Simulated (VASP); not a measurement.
```xyz
71
Lattice="9.6498 0.0000 0.0000 0.0000 9.6498 0.0000 0.0000 0.0000 9.7143" Properties=species:S:1:pos:R:3 pbc="T T T"
Sn     0.0000     0.0000     0.0000
Sn     2.4125     2.4125     1.6191
Sn     0.0000     0.0000     3.2381
Sn     2.4125     2.4125     4.8572
Sn     0.0000     0.0000     6.4762
Sn     2.4125     2.4125     8.0953
Sn     0.0000     4.8249     0.0000
Sn     2.4125     7.2374     1.6191
Sn     0.0000     4.8249     3.2381
Sn     2.3980     7.1980     4.8452
Sn     0.0000     4.8249     6.4762
Sn     2.4125     7.2374     8.0953
Sn     4.8249     0.0000     0.0000
Sn     7.2374     2.4125     1.6191
Sn     4.8249     0.0000     3.2381
Sn     7.2374     2.4125     4.8572
Sn     4.8249     0.0000     6.4762
Sn     7.2374     2.4125     8.0953
Sn     4.8249     4.8249     0.0000
Sn     7.2374     7.2374     1.6191
Sn     4.8135     4.7862     3.2115
Sn     7.2374     7.2374     4.8572
Sn     4.7883     4.8367     6.4789
Sn     7.2374     7.2374     8.0953
O      1.4812     1.4812     0.0000
O      3.8937     0.9312     1.6191
O      0.9312     3.8937     1.6191
O      3.3437     3.3437     0.0000
O      1.4812     1.4812     3.2381
O      3.8937     0.9312     4.8572
O      0.9312     3.8937     4.8572
O      3.3007     3.3657     3.2404
O      1.4812     1.4812     6.4762
O      3.8937     0.9312     8.0953
O      0.9312     3.8937     8.0953
O      3.3464     3.3057     6.4382
O      1.4812     6.3062     0.0000
O      3.8474     5.7594     1.6388
O      0.9312     8.7186     1.6191
O      3.3437     8.1686     0.0000
O      1.5205     6.3420     3.2006
O      0.9312     8.7186     4.8572
O      3.3227     8.2037     3.1945
O      1.5094     6.3230     6.4828
O      3.8596     5.7134     8.0568
O      0.9312     8.7186     8.0953
O      3.3289     8.1285     6.5251
O      6.3062     1.4812     0.0000
O      8.7186     0.9312     1.6191
O      5.7561     3.8937     1.6191
O      8.1686     3.3437     0.0000
O      6.3062     1.4812     3.2381
O      8.7186     0.9312     4.8572
O      5.7674     3.8472     4.8174
O      8.1686     3.3437     3.2381
O      6.3062     1.4812     6.4762
O      8.7186     0.9312     8.0953
O      5.7561     3.8937     8.0953
O      8.1686     3.3437     6.4762
O      6.3062     6.3062     0.0000
O      8.7186     5.7561     1.6191
O      5.7561     8.7186     1.6191
O      8.1686     8.1686     0.0000
O      6.3373     6.2799     3.2503
O      8.7186     5.7561     4.8572
O      5.7561     8.7186     4.8572
O      8.1686     8.1686     3.2381
O      6.2840     6.3371     6.5128
O      8.7186     5.7561     8.0953
O      5.7561     8.7186     8.0953
O      8.1686     8.1686     6.4762
```
Cell charge -1.

These are PBE GGA, VASP's PBE PAW potentials (set 64) (plane waves; VASP) values and carry that method's errors. Settings: PREC = Normal, LREAL = Auto, ISYM = 0, NELECT = 379.0, EDIFF = 1E-5, 400 eV cut-off, 1×1×1 Γ-centred mesh, Gaussian smearing of 0.050 eV, potentials Sn O. Starting moments (MAGMOM): 71*0.0141. The cell's moment is fixed (NUPDOWN = 1).

At this cut-off the stress carries a Pulay error, which pulls relaxed volumes low. The cell is charged, with a uniform compensating background. The supercell is sampled at Γ alone, which is coarse: total energies, pressure and levels can be off, energies of defects by several tenths of an eV.

Task: The ions are relaxed. Which structure does the run end with?

Result: 
```xyz
71
Lattice="9.6498 0.0000 0.0000 0.0000 9.6498 0.0000 0.0000 0.0000 9.7143" Properties=species:S:1:pos:R:3 pbc="T T T"
Sn     0.0086     9.6382     9.7128
Sn     2.4083     2.4112     1.6156
Sn     9.6283     0.0179     3.2244
Sn     2.3979     2.3922     4.8561
Sn     9.6270     0.0183     6.4859
Sn     2.4064     2.4112     8.0958
Sn     9.6425     4.8274     9.7131
Sn     2.4158     7.2322     1.6148
Sn     9.6465     4.8123     3.2396
Sn     2.3418     7.3054     4.8563
Sn     9.6464     4.8116     6.4720
Sn     2.4140     7.2317     8.0979
Sn     4.8189     0.0043     9.7132
Sn     7.2311     2.4138     1.6156
Sn     4.8351     9.6496     3.2401
Sn     7.2389     2.4079     4.8554
Sn     4.8349     0.0008     6.4720
Sn     7.2321     2.4146     8.0953
Sn     4.8316     4.8151     9.7132
Sn     7.2349     7.2388     1.6144
Sn     4.8226     4.8250     3.2316
Sn     7.2531     7.2482     4.8548
Sn     4.8222     4.8259     6.4802
Sn     7.2354     7.2389     8.0950
O      1.4759     1.4692     9.7130
O      3.8724     0.9221     1.6309
O      0.9357     3.8894     1.6176
O      3.3565     3.3396     9.7127
O      1.4732     1.4695     3.2321
O      3.8715     0.9167     4.8555
O      0.9285     3.8737     4.8549
O      3.3340     3.3593     3.2528
O      1.4722     1.4704     6.4787
O      3.8719     0.9234     8.0808
O      0.9341     3.8893     8.0949
O      3.3308     3.3626     6.4596
O      1.4725     6.2990     0.0001
O      3.8864     5.7576     1.6080
O      0.9426     8.7030     1.6354
O      3.3466     8.1751     9.7133
O      1.5316     6.2536     3.2623
O      0.9089     8.7371     4.8552
O      3.3932     8.1142     3.2628
O      1.5289     6.2559     6.4506
O      3.8898     5.7618     8.1040
O      0.9422     8.7039     8.0759
O      3.3903     8.1169     6.4498
O      6.2835     1.4878     9.7118
O      8.7078     0.9378     1.6063
O      5.7530     3.8940     1.6330
O      8.1578     3.3626     9.7129
O      6.2954     1.4821     3.2391
O      8.7069     0.9389     4.8550
O      5.7513     3.8977     4.8565
O      8.1629     3.3516     3.2381
O      6.2952     1.4830     6.4720
O      8.7072     0.9384     8.1044
O      5.7518     3.8930     8.0787
O      8.1647     3.3504     6.4721
O      6.3079     6.2887     9.7123
O      8.7216     5.7731     1.6303
O      5.7584     8.7120     1.6163
O      8.1771     8.1709     9.7124
O      6.2832     6.3170     3.2512
O      8.7288     5.7744     4.8551
O      5.7727     8.7175     4.8561
O      8.1753     8.1735     3.2311
O      6.2871     6.3141     6.4577
O      8.7223     5.7727     8.0815
O      5.7572     8.7111     8.0944
O      8.1753     8.1738     6.4785
```
Cell charge -1. The cell ends with 1.00 μB, on the first 30 sites 0.02 0.01 0.01 0.01 0.01 0.01 0.01 0.01 0.01 0.02 0.01 0.01 0.01 0.01 0.01 0.01 0.01 0.01 0.01 0.01 0.09 0.01 0.09 0.01 0.00 0.00 0.00 0.00 0.00 0.00 μB.

Task: How much energy does the relaxation gain?

Result: The energy (σ→0) changes by -6.8 meV/atom, in 20 ionic steps.

| step | E(σ→0) (eV) | max force (eV/Å) | pressure (GPa) | volume (Å³) |
|---|---|---|---|---|
| 1 | -437.1712 | 1.579 | -0.22 | 904.59 |
| 2 | -437.4368 | 1.657 | -0.27 | 904.59 |
| 3 | -437.5240 | 0.762 | -0.33 | 904.59 |
| 4 | -437.5921 | 0.275 | -0.37 | 904.59 |
| 5 | -437.5941 | 0.252 | -0.37 | 904.59 |
| 6 | -437.6144 | 0.186 | -0.32 | 904.59 |
| 7 | -437.6155 | 0.181 | -0.31 | 904.59 |
| 8 | -437.6278 | 0.122 | -0.26 | 904.59 |
| 9 | -437.6280 | 0.122 | -0.25 | 904.59 |
| 10 | -437.6372 | 0.085 | -0.23 | 904.59 |
| 11 | -437.6382 | 0.106 | -0.22 | 904.59 |
| 12 | -437.6447 | 0.063 | -0.23 | 904.59 |
| 13 | -437.6452 | 0.085 | -0.23 | 904.59 |
| 14 | -437.6487 | 0.053 | -0.25 | 904.59 |
| 15 | -437.6487 | 0.060 | -0.25 | 904.59 |
| 16 | -437.6507 | 0.037 | -0.24 | 904.59 |
| 17 | -437.6508 | 0.042 | -0.24 | 904.59 |
| 18 | -437.6522 | 0.033 | -0.23 | 904.59 |
| 19 | -437.6522 | 0.037 | -0.23 | 904.59 |
| 20 | -437.6530 | 0.029 | -0.23 | 904.59 |

The cell is a supercell with a defect, built from SnO2 (rutile): vac_O, charge -1.
